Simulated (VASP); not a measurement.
Output of a VASP run:

File OSZICAR:
```
       N       E                     dE             d eps       ncg     rms          rms(c)
DAV:   1     0.134696683440E+03    0.13470E+03   -0.76364E+03   712   0.142E+03
DAV:   2     0.357169756990E+02   -0.98980E+02   -0.87317E+02  1008   0.316E+02
DAV:   3     0.301672631003E+02   -0.55497E+01   -0.53164E+01  1008   0.780E+01
DAV:   4     0.300258528323E+02   -0.14141E+00   -0.14104E+00  1048   0.152E+01
DAV:   5     0.300215004310E+02   -0.43524E-02   -0.43515E-02  1080   0.277E+00    0.844E+00
DAV:   6     0.217547579907E+02   -0.82667E+01   -0.19768E+01   708   0.532E+01    0.560E+00
DAV:   7     0.218051195482E+02    0.50362E-01   -0.19915E+00   780   0.162E+01    0.250E+00
DAV:   8     0.218167531249E+02    0.11634E-01   -0.29623E-01   728   0.697E+00    0.108E+00
DAV:   9     0.216745192867E+02   -0.14223E+00   -0.41217E-01   732   0.602E+00    0.592E-01
DAV:  10     0.216720925100E+02   -0.24268E-02   -0.36595E-02   836   0.200E+00    0.166E-01
DAV:  11     0.216771400198E+02    0.50475E-02   -0.82221E-03   752   0.906E-01    0.114E-01
DAV:  12     0.216706678133E+02   -0.64722E-02   -0.22127E-03   756   0.484E-01    0.575E-02
DAV:  13     0.216701597091E+02   -0.50810E-03   -0.20153E-04   832   0.126E-01    0.307E-02
DAV:  14     0.216701507016E+02   -0.90075E-05   -0.26879E-06   856   0.133E-02    0.354E-02
DAV:  15     0.216701302251E+02   -0.20477E-04   -0.45202E-05   752   0.798E-02    0.463E-02
DAV:  16     0.216701197642E+02   -0.10461E-04   -0.22576E-05   752   0.583E-02    0.620E-02
DAV:  17     0.216701193350E+02   -0.42923E-06   -0.24731E-06   700   0.225E-02
   1 F= 0.21670119E+02 E0= 0.21669560E+02  d E =0.216701E+02
```

File OUTCAR:
```
------------------------ aborting loop because EDIFF is reached ----------------------------------------
  FORCE on cell =-STRESS in cart. coord.  units (eV):
  Direction    XX          YY          ZZ          XY          YZ          ZX
  --------------------------------------------------------------------------------------
  Total        0.0467244      0.0467244      0.0467244     -0.0000000      0.0000000     -0.0000000
  in kB        1.4622982      1.4622982      1.4622982     -0.0000000      0.0000000     -0.0000000
  external PRESSURE =       1.4622982 kB  Pullay stress =       0.0000000 kB
  volume of cell :       51.19
      direct lattice vectors                 reciprocal lattice vectors
     0.000000000  2.947108478  2.947108478    -0.169657820  0.169657820  0.169657820
     2.947108478  0.000000000  2.947108478     0.169657820 -0.169657820  0.169657820
     2.947108478  2.947108478  0.000000000     0.169657820  0.169657820 -0.169657820
 POSITION                                       TOTAL-FORCE (eV/Angst)
 -----------------------------------------------------------------------------------
      1.47355      1.47355      1.47355         0.000000      0.000000     -0.000000
      4.42066      4.42066      4.42066        -0.000000     -0.000000      0.000000
      0.00000      0.00000      0.00000        -0.000000     -0.000000     -0.000000
 -----------------------------------------------------------------------------------
    total drift:                               -0.000000     -0.000000     -0.000000
  FREE ENERGIE OF THE ION-ELECTRON SYSTEM (eV)
  ---------------------------------------------------
  free  energy   TOTEN  =        21.6701193350 eV

  energy  without entropy=       21.6684404486  energy(sigma->0) =       21.66955971

 reached required accuracy - stopping structural energy minimisation
```
(Selected blocks of OUTCAR.)

**POSCAR**
```
PtAl2
1
   -0.0000000000     2.9471084780     2.9471084780
    2.9471084780    -0.0000000000     2.9471084780
    2.9471084780     2.9471084780    -0.0000000000
Al Pt
2 1
Direct
  0.2500000000   0.2500000000   0.2500000000
  0.7500000000   0.7500000000   0.7500000000
  0.0000000000   0.0000000000   0.0000000000
```

Write an INCAR and KPOINTS that could have produced this output.

This is not unique; one that fits is the input of the run itself, revTPSS meta-GGA, plane waves, VASP's PBE PAW potentials (set 64).

INCAR:
```
# general
SYSTEM  = PtAl2
PREC    = Accurate
ENCUT   = 520   # plane-wave cut-off (eV)
LREAL   = .FALSE.
LASPH   = .TRUE.   # aspherical one-centre terms

# electronic loop
EDIFF   = 1E-6
NELM    = 100   # most electronic steps
ALGO    = Normal   # blocked Davidson
LMAXMIX = 6   # l cut-off of mixed one-centre charges
LMIXTAU = .TRUE.

# smearing
ISMEAR  = 1   # Methfessel-Paxton
SIGMA   = 0.1

# functional
METAGGA = RTPSS

# ions
IBRION  = 2
NSW     = 60   # most ionic steps
ISIF    = 3   # ions, shape and volume
EDIFFG  = -0.02   # ionic stop

# output
LWAVE   = .FALSE.
LCHARG  = .FALSE.
```

**KPOINTS**
```
Automatic mesh
0
Gamma
8 8 8
0 0 0
```

POTCAR, in this order: Al Pt (PBE.64 set). Program: vasp_std.

The compound is PtAl2 in the fluorite structure. It was relaxed first.
